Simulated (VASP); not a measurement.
OSZICAR of a VASP run on K (bcc):

OSZICAR:
```
       N       E                     dE             d eps       ncg     rms          rms(c)
DAV:   1     0.483610170742E+02    0.48361E+02   -0.36014E+03   752   0.855E+02
DAV:   2     0.233224037071E+01   -0.46029E+02   -0.44288E+02   752   0.212E+02
DAV:   3     0.981920584555E+00   -0.13503E+01   -0.13488E+01  1160   0.345E+01
DAV:   4     0.941471083982E+00   -0.40450E-01   -0.40082E-01  1152   0.482E+00
DAV:   5     0.941108404594E+00   -0.36268E-03   -0.36269E-03  1240   0.357E-01    0.248E+00
DAV:   6     0.941637306391E+00    0.52890E-03   -0.18788E-03  1200   0.312E-01    0.155E+00
DAV:   7     0.941213359301E+00   -0.42395E-03   -0.43607E-03  1192   0.441E-01    0.657E-02
DAV:   8     0.941099480798E+00   -0.11388E-03   -0.23685E-04  1088   0.184E-01    0.177E-02
DAV:   9     0.941052890446E+00   -0.46590E-04   -0.70115E-05  1040   0.456E-02    0.672E-03
DAV:  10     0.941049736597E+00   -0.31538E-05   -0.69096E-06  1144   0.169E-02    0.292E-03
DAV:  11     0.941049428507E+00   -0.30809E-06   -0.76646E-07  1088   0.624E-03    0.777E-04
DAV:  12     0.941049486716E+00    0.58209E-07   -0.76232E-08  1120   0.163E-03
   1 F= 0.94104949E+00 E0= 0.94138846E+00  d E =-.101692E-02
```

Problem. Which electronic solver shows in the log?

Solution. It is blocked Davidson (ALGO = Normal, or the opening steps of other solvers). The INCAR had ALGO = Normal.

Problem. Can the final energy be trusted as converged?

Solution. Self-consistency was reached. It stopped with EDIFF = 1E-7, NELM = 100 (rev-vdW-DF2, plane waves, VASP's PBE PAW potentials (set 64)).

The compound is K in the bcc structure. This cell is one point of a volume scan, at 1.03 of the reference volume.
